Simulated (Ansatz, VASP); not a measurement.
## SiAgRu3: VASP beside Ansatz

```
Si Ag Ru
1.0
     4.11188    0.00000    0.00000
     0.00000    4.11188    0.00000
     0.00000    0.00000    4.11188
Si Ag Ru
1 1 3
Direct
  0.50000 0.50000 0.50000
  0.00000 0.00000 0.00000
  0.00000 0.50000 0.50000
  0.50000 0.00000 0.50000
  0.50000 0.50000 0.00000
```

Alike in both runs: task relaxation of cell and atoms; functional PBE; k mesh 4 × 4 × 4; occupations gaussian, width 0.1 eV; no spin polarisation.

|  | VASP | Ansatz |
| --- | --- | --- |
| version | VASP 6.6.1 | Ansatz 0.2.0 |
| potentials or method | VASP PAW PBE potentials, release 64 (Si, Ag, Ru_pv) | scalar-relativistic, plane waves, PAW |
| plane-wave cutoff (eV) | 600 | 420 |
| valence electrons in the cell | 57 | 71 |

|  | VASP | Ansatz | Ansatz less VASP |
| --- | --- | --- | --- |
| gap on the k mesh at the Fermi level, each at its own relaxed structure (eV) | none | none | - |
| relaxed volume (Å³/atom) | 17.05 | 17.02 | -0.023 |
| relaxed cell length with the largest relative difference (Å) | 4.401 | 4.399 | -0.0020 |
| energy change over the relaxation (meV/atom) | -378 | -376 | +1.6 |

A gap of «none» marks a metal or a gap that the smearing closes. The two sets of potentials don't hold the same shells in valence.

Caveats: the k mesh is coarse (spacing up to 0.38 Å⁻¹), so the values aren't converged; the volume moved by over 15 % at a fixed basis, so the end points are rough (VASP).
